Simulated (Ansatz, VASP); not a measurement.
**Cross-check of AgF between VASP and Ansatz**

Aim: how closely do two programs agree when they are given the same cell, functional and k mesh? The cell is generated by rule, not measured, and may not be a known phase. The cell is taken from a series of VASP runs on this material, whose earlier steps may have relaxed, scaled or displaced it; both programs get it as it stands.

Main program and level: Ansatz 0.2.0; plane waves, with VASP 6.6.1 beside it; band structure at HSE06.

The structure was built from a prototype and need not be the compound's stable phase.

### 1. The starting structure

It takes space group Pm-3m (No. 221, cubic). The conventional cell has a = 3.007 Å, b = 3.007 Å, c = 3.007 Å, α = 90.00°, β = 90.00°, γ = 90.00°. Nearest to Ag lie 8 F at 2.60 Å. Nearest to F lie 8 Ag at 2.60 Å. Farther neighbours and most contacts between anions are not listed.

Coordinates:

```
Ag F
1.0
     3.00684    0.00000    0.00000
     0.00000    3.00684    0.00000
     0.00000    0.00000    3.00684
Ag F
1 1
Cartesian
  0.0000 0.0000 0.0000
  1.5034 1.5034 1.5034
```

### 2. VASP: band structure, HSE06

Levels along a path test the potential and the projectors away from the mesh points.

Lines of VASP's logs that name or quote its potential files are left out, and so is its time.

The run reads the wave functions of an earlier VASP run, which isn't shown here.

INCAR

```
SYSTEM = AgF
PREC = Accurate
ENCUT = 520
EDIFF = 1E-06
NELM = 100
ISMEAR = 0
SIGMA = 0.02
LREAL = .FALSE.
ALGO = Normal
LHFCALC = .TRUE.
AEXX = 0.25
GGA = PE
HFSCREEN = 0.2
LASPH = .TRUE.
NBANDS = 15
PRECFOCK = Fast
LORBIT = 11
LWAVE = .FALSE.
LCHARG = .FALSE.
KPAR = 4
ISIF = 2
```

POSCAR

```
AgF
1.0
    3.0068400000      0.0000000000      0.0000000000
    0.0000000000      3.0068400000      0.0000000000
    0.0000000000      0.0000000000      3.0068400000
Ag F
1 1
Direct
    0.0000000000      0.0000000000      0.0000000000
    0.5000000000      0.5000000000      0.5000000000
```

KPOINTS

```
Automatic mesh
0
Gamma
6 6 6
0 0 0
```

KPOINTS_OPT

```
Line mode
8
Line-mode
Reciprocal
  0.00000000   0.00000000   0.00000000 GAMMA
  0.00000000   0.50000000   0.00000000 X

  0.00000000   0.50000000   0.00000000 X
  0.50000000   0.50000000   0.00000000 M

  0.50000000   0.50000000   0.00000000 M
  0.00000000   0.00000000   0.00000000 GAMMA

  0.00000000   0.00000000   0.00000000 GAMMA
  0.50000000   0.50000000   0.50000000 R

  0.50000000   0.50000000   0.50000000 R
  0.00000000   0.50000000   0.00000000 X

  0.50000000   0.50000000   0.00000000 M
  0.50000000   0.50000000   0.50000000 R
```

PAW data sets: Ag and F (PBE family, release 64).

On the command line:

```
$ mpirun -np 4 vasp_std
```

Numbers of over 12 decimals in the logs are rounded to 6 here.

The program printed:

```text
[banner, memory and clock lines left out]
running    4 mpi-ranks, on    1 nodes
 distrk:  each k-point on    1 cores,    4 groups
 distr:  one band on    1 cores,    1 groups

 POSCAR found type information on POSCAR AgF
 POSCAR found :  2 types and       2 ions
 LDA part: xc-table for (Slater+PW92), standard interpolation
 found WAVECAR, reading the header
 POSCAR, INCAR and KPOINTS ok, starting setup
 FFT: planning ... GRIDC
 FFT: planning ... GRID_SOFT
 FFT: planning ... GRID
 reading WAVECAR
 the WAVECAR file was read successfully
 initial charge from wavefunction
 entering main loop
       N       E                     dE             d eps       ncg     rms          rms(c)
DAV:   1    -0.819218759836E+01   -0.81922E+01   -0.22676E-01   600   0.586E+00    0.103E+00
DAV:   2    -0.818480322854E+01    0.73844E-02   -0.49749E-02   607   0.211E+00    0.525E-01
DAV:   3    -0.818192411111E+01    0.28791E-02   -0.10455E-02   642   0.106E+00    0.379E-01
DAV:   4    -0.818174993794E+01    0.17417E-03   -0.88513E-04   621   0.408E-01    0.263E-01
DAV:   5    -0.818163388987E+01    0.11605E-03   -0.25160E-04   607   0.186E-01    0.162E-01
DAV:   6    -0.818160085908E+01    0.33031E-04   -0.20086E-05   628   0.648E-02    0.949E-02
DAV:   7    -0.818159029604E+01    0.10563E-04   -0.75352E-06   649   0.416E-02    0.567E-02
DAV:   8    -0.818158817112E+01    0.21249E-05   -0.39725E-06   628   0.236E-02    0.354E-02
DAV:   9    -0.818158754496E+01    0.62616E-06   -0.89993E-07   356   0.121E-02
   1 F= -.81815875E+01 E0= -.81815875E+01  d E =-.423025E-28
 Start KPOINTS_OPT (optional k-point list driver)
k-point batch [1-20\48]
       N       E                     dE             ncg
DAV:   1     0.181180059611E+04   -0.90443E+04      624
DAV:   2    -0.729700787223E+03   -0.25415E+04      684
DAV:   3    -0.810006435983E+03   -0.80306E+02      705
DAV:   4    -0.810762166496E+03   -0.75573E+00      782
DAV:   5    -0.810764386362E+03   -0.22199E-02      775
DAV:   6    -0.810764398959E+03   -0.12597E-04      732
DAV:   7    -0.810764399066E+03   -0.10705E-06      566
[...]
k-point batch [41-48\48]
       N       E                     dE             ncg
DAV:   1     0.101027750579E+05   -0.61549E+04      264
DAV:   2     0.913415330206E+04   -0.96862E+03      261
DAV:   3     0.910495679268E+04   -0.29197E+02      254
DAV:   4     0.910469803379E+04   -0.25876E+00      324
DAV:   5     0.910469718351E+04   -0.85029E-03      310
DAV:   6     0.910469717907E+04   -0.44336E-05      296
DAV:   7     0.910469717904E+04   -0.32622E-07      225
```

OUTCAR, selected parts (step 2):

```text
ion  position               nearest neighbor table
   1  0.000  0.000  0.000-   2 2.60   2 2.60   2 2.60   2 2.60   2 2.60   2 2.60   2 2.60   2 2.60

  LATTYP: Found a simple cubic cell.
 ALAT       =     3.0068400000

 Subroutine GETGRP returns: Found 48 space group operations
 (whereof 48 operations were pure point group operations)

The static configuration has the point symmetry O_h .

 Found     20 irreducible k-points:

   k-points           NKPTS =     20   k-points in BZ     NKDIM =    216   number of bands    NBANDS=     15

   dimension x,y,z NGX =    24 NGY =   24 NGZ =   24
   dimension x,y,z NGXF=    48 NGYF=   48 NGZF=   48

   ENCUT  =  520.0 eV  38.22 Ry    6.18 a.u.   5.59  5.59  5.59*2*pi/ulx,y,z

   NELECT =      18.0000    total number of electrons

 k-points in reciprocal lattice and weights: Automatic mesh
   0.00000000  0.00000000  0.00000000       0.005
   0.16666667  0.00000000  0.00000000       0.028
   0.33333333  0.00000000  0.00000000       0.028
   0.50000000  0.00000000  0.00000000       0.014
   0.16666667  0.16666667  0.00000000       0.056
   0.33333333  0.16666667  0.00000000       0.111
   0.50000000  0.16666667  0.00000000       0.056
   0.33333333  0.33333333  0.00000000       0.056
   0.50000000  0.33333333  0.00000000       0.056
[...]
0.50000000  0.50000000  0.33333333       0.028
   0.50000000  0.50000000  0.50000000       0.005

  exchange ACFDT corr.  =         0.00000000  see jH, gK, PRB 81, 115126

 average (electrostatic) potential at core
       1 -66.3199       2 -66.9429

 E-fermi :   2.3652

 k-point     1 :       0.0000    0.0000    0.0000
  band No.  band energies     occupation
    ...
      5      -0.3381      2.00000
      6      -0.3381      2.00000
      7       1.2792      2.00000
      8       1.2792      2.00000
      9       1.2792      2.00000
     10       3.5704      0.00000
     11      21.0428      0.00000
     12      21.0428      0.00000
     13      21.4369      0.00000
     14      21.4369      0.00000
    ...

 k-point     2 :       0.1667    0.0000    0.0000
  band No.  band energies     occupation
    ...
      5      -0.5921      2.00000
      6       0.1052      2.00000
      7       1.2947      2.00000
      8       1.5014      2.00000
      9       1.5014      2.00000
     10       4.6278      0.00000
     11      17.4981      0.00000
     12      20.8855      0.00000
     13      21.5026      0.00000
     14      21.5026      0.00000
    ...

 k-point     3 :       0.3333    0.0000    0.0000
  band No.  band energies     occupation
    ...
      5      -0.4957      2.00000
      6       1.0078      2.00000
      7       1.3260      2.00000
      8       1.8373      2.00000
      9       1.8373      2.00000
     10       6.7906      0.00000
     11      13.4629      0.00000
     12      20.5292      0.00000
     13      21.4707      0.00000
     14      21.4707      0.00000
    ...

  Total        0.0767729      0.0767729      0.0767729      0.0000000      0.0000000     -0.0000000
  in kB        4.5246745      4.5246745      4.5246745      0.0000000      0.0000000     -0.0000000
  external PRESSURE =       4.5246745 kB  Pullay stress =       0.0000000 kB

  energy-cutoff  :      520.00
  volume of cell :       27.19
      direct lattice vectors                 reciprocal lattice vectors
     3.006840000  0.000000000  0.000000000     0.332575062  0.000000000  0.000000000
     0.000000000  3.006840000  0.000000000     0.000000000  0.332575062  0.000000000
     0.000000000  0.000000000  3.006840000     0.000000000  0.000000000  0.332575062

 POSITION                                       TOTAL-FORCE (eV/Angst)
 -----------------------------------------------------------------------------------
      0.00000      0.00000      0.00000         0.000000      0.000000      0.000000
      1.50342      1.50342      1.50342         0.000000      0.000000      0.000000
 -----------------------------------------------------------------------------------
    total drift:                                0.000007      0.000007      0.000007

  FREE ENERGIE OF THE ION-ELECTRON SYSTEM (eV)
  ---------------------------------------------------
  free  energy   TOTEN  =        -8.1815875450 eV

  energy  without entropy=       -8.1815875450  energy(sigma->0) =       -8.18158754

 total charge
# of ion       s       p       d       tot
------------------------------------------
    1        0.131   0.108   9.461   9.700
    2        1.748   4.321   0.000   6.069
--------------------------------------------------
tot          1.879   4.429   9.461  15.770

[... 3 further parts left out ...]
```

The run ends at a pressure of 0.45 GPa.

(Part 1 of 2 ends here.)

[Lines on the potential files, build, host, timing and source positions are cut from VASP's logs without a mark.]

[Logs are printed without paths, hosts, clocks, repeated set-up lines and the standing remarks that a program may print on its own settings, such as how far it seeks lower states.]

[Hosts, paths, dates, database ids (printed as entryN), source tags and the programs' standing remarks are cut or masked in the printed files.]
